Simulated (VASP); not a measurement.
An input for Ansatz (written as the equivalent of a VASP run, and not itself run):

Ansatz 0.2 input:
```yaml
crystal:
  lattice:
    - [3.9175900, 0.0000000, 0.0000000]
    - [0.0000000, 3.9175900, 0.0000000]
    - [0.0000000, 0.0000000, 6.8286100]
  atoms:
    - { symbol: Al, position: [0.5000000, 0.5000000, 0.0000000] }
    - { symbol: P, position: [0.0000000, 0.0000000, 0.5000000] }
    - { symbol: Pt, position: [0.0000000, 0.5000000, 0.2870800] }
    - { symbol: Pt, position: [0.0000000, 0.5000000, 0.7129200] }
    - { symbol: Pt, position: [0.5000000, 0.0000000, 0.2870800] }
    - { symbol: Pt, position: [0.5000000, 0.0000000, 0.7129200] }
    - { symbol: Pt, position: [0.0000000, 0.0000000, 0.0000000] }
kpoints:
  mp_grid: { grid: [6, 6, 4] }
hamiltonian:
  xc: pbesol
  pseudopotentials: { kind: paw }
scf:
  occupations: { method: fermi_dirac, width: 0.1 }
  max_iter: 100
output: { forces: true, stress: true, eigenvalues: true }
```

Question: Write the VASP files for the same calculation (PBEsol).

Answer: Several could match; the one computed here: 
**POSCAR**
```
AlPPt5
1
    3.9175900000     0.0000000000     0.0000000000
    0.0000000000     3.9175900000     0.0000000000
    0.0000000000     0.0000000000     6.8286100000
Al P Pt
1 1 5
Direct
  0.5000000000   0.5000000000   0.0000000000
  0.0000000000   0.0000000000   0.5000000000
  0.0000000000   0.5000000000   0.2870800000
  0.0000000000   0.5000000000   0.7129200000
  0.5000000000   0.0000000000   0.2870800000
  0.5000000000   0.0000000000   0.7129200000
  0.0000000000   0.0000000000   0.0000000000
```

**KPOINTS**
```
Automatic mesh
0
Gamma
6 6 4
0 0 0
```

**INCAR**
```
LCHARG  =  .FALSE.
LWAVE  =  .FALSE.
ISMEAR  =  -1
EDIFF  =  1E-6   ! SCF stop (eV)
LMAXMIX  =  6   ! l cut-off of mixed one-centre charges
SYSTEM  =  AlPPt5
LREAL  =  .FALSE.   ! projection in real space or not
ISIF  =  2   ! forces and stress, cell fixed
LASPH  =  .TRUE.
ALGO  =  Normal   ! blocked Davidson
GGA  =  PS
PREC  =  Accurate
SIGMA  =  0.1   ! width (eV)
NELM  =  100
ENCUT  =  300
```

POTCAR, in this order: Al P Pt (PBE.64 set). Program: vasp_std.

The two are equivalent in intent, not identical: each code has its own PAW files, so the cut-off isn't converted (ENCUT is set for VASP's; basis.ecutwfc is left out, and Ansatz then takes the one that its files recommend); Ansatz stops its SCF on the density residual and VASP on the energy change (EDIFF).

The structure comes from a computed database's AlPPt5 entry (P4/mmm); how it stands against other phases isn't given here. The cell was not relaxed at this level.
